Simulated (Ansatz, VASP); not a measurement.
# Two plane-wave programs on BIr

```
B Ir
1.0
     3.04211    0.00000    0.00000
    -1.52105    2.63454    0.00000
     0.00000    0.00000    2.62188
B Ir
1 1
Direct
  0.33333 0.66667 0.50000
  0.00000 0.00000 0.00000
```

Change from the starting cell: strain +0.000 along x and y, -0.030 along z, atoms carried along.

Alike in both runs: task single point; functional LDA; k mesh 18 × 18 × 18; occupations gaussian, width 0.15 eV; no spin polarisation.

|  | VASP | Ansatz |
| --- | --- | --- |
| version | VASP 6.6.1 | Ansatz 0.2.0 |
| potentials or method | VASP PAW LDA potentials, release 64 (B, Ir) | scalar-relativistic, plane waves, PAW |
| plane-wave cutoff (eV) | 520 | 420 |
| valence electrons in the cell | 12 | 20 |

Ansatz gave:

```
gap on the k mesh at the Fermi level (eV)       : none
pressure (GPa)                                  : 1.6
largest component of the traceless stress (GPa) : 12.86
```

Problem. Which values does VASP return?

Solution. gap on the k mesh at the Fermi level (eV): none; pressure (GPa): 4.1; largest component of the traceless stress (GPa): 13.35.

A gap of «none» marks a metal or a gap that the smearing closes. The two sets of potentials don't hold the same shells in valence.

The runs have no spin-orbit coupling, so splittings on Ir are missing.
